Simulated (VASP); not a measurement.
Data:

```
CELL_PARAMETERS angstrom
      1.65500    -2.86654     0.00000
      1.65500     2.86654     0.00000
      0.00000     0.00000     5.27000
ATOMIC_POSITIONS crystal
  Sc 0.33333 0.66667 0.25000
  Sc 0.66667 0.33333 0.75000
```

Level of theory: rev-vdW-DF2, VASP's PBE PAW potentials (set 64) (plane waves; VASP 6.6.1). Settings: 520 eV cut-off, 11×11×6 Γ-centred mesh, first-order Methfessel-Paxton smearing of 0.10 eV, potentials Sc_sv.

Energy and stress use the plane-wave basis of the starting cell.

Question: The ions, cell shape and volume are relaxed. Which structure does the run end with?

Answer: 
```
CELL_PARAMETERS angstrom
      1.64262    -2.84511     0.00000
      1.64262     2.84511     0.00000
      0.00000     0.00000     5.10005
ATOMIC_POSITIONS crystal
  Sc 0.33333 0.66667 0.25000
  Sc 0.66667 0.33333 0.75000
```
Space group P6_3/mmc (194), at a tolerance of 0.03 Å.

Question: How do energy and volume change from the first to the last step?

Answer: The energy (σ→0) changes by -11.8 meV/atom and the volume by -4.7 %, in 5 ionic steps.

The compound is Sc in the hcp structure. This run relaxes it. Symmetry was kept, so distortions that lower it aren't found.
